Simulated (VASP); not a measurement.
Write the native input for VASP 6.6.1 that does the following.

```
Task                   : relaxation of cell and atoms
Functional             : PBE
Dispersion             : D3(BJ)
Potentials or basis    : VASP PAW PBE potentials, release 64 (C)
Cutoff                 : 520 eV
k mesh                 : 15 × 15 × 4
Occupations            : gaussian, width 0.02 eV
Spin                   : no spin polarisation
Further INCAR settings : ALGO = Normal; EDIFF = 1e-07; AMIX = 0.2; IBRION = 2; EDIFFG = -0.002; NSW = 80; ISIF = 3
```

The structure of C lies in POSCAR:

```
C
1.0
    2.4672912600      0.0000000000      0.0000000000
   -1.2336456300      2.1367369100      0.0000000000
    0.0000000000      0.0000000000      7.8030730000
C
4
Direct
    0.0000000000      0.0000000000      0.2500000000
    0.0000000000      0.0000000000      0.7500000000
    0.3333333300      0.6666666700      0.2500000000
    0.6666666700      0.3333333300      0.7500000000
```

The input as run:

INCAR

```
PREC = Accurate
ENCUT = 520
EDIFF = 1E-7
ISMEAR = 0
SIGMA = 0.02
LREAL = False
LASPH = True
NELM = 60
ALGO = Normal
ISIF = 3
LWAVE = False
LCHARG = False
GGA = PE
IVDW = 12
IBRION = 2
NSW = 80
EDIFFG = -0.002
AMIX = 0.2
```

KPOINTS

```
Automatic mesh
0
Gamma
  15 15 4
```

Potentials or basis: VASP PAW PBE potentials, release 64 (C).

Command:

```bash
$ cat potpaw_PBE.64/C/POTCAR > POTCAR
$ mpirun -np 1 vasp_std > vasp.out
```

Results of the run:

```
Relaxed volume                         : 8.81 Å³/atom
Relaxed cell                           : a = 2.466 Å, b = 2.466 Å, c = 6.691 Å, α = 90.00°, β = 90.00°, γ = 120.00°
Space group after relaxing (to 0.05 Å) : P6_3/mmc (No. 194)
Energy gained by relaxing              : 13.5 meV/atom
Ionic steps                            : 21
Pressure after relaxing                : 0.0 GPa
Band gap on the k mesh                 : none (metal or under the smearing width)
Dispersion energy per atom             : -0.157 eV
```

Wall time 6.4 min on 1 thread of Intel(R) Xeon(R) Platinum 8488C (Sapphire Rapids), with other jobs on the host, peak memory 0.18 GiB.
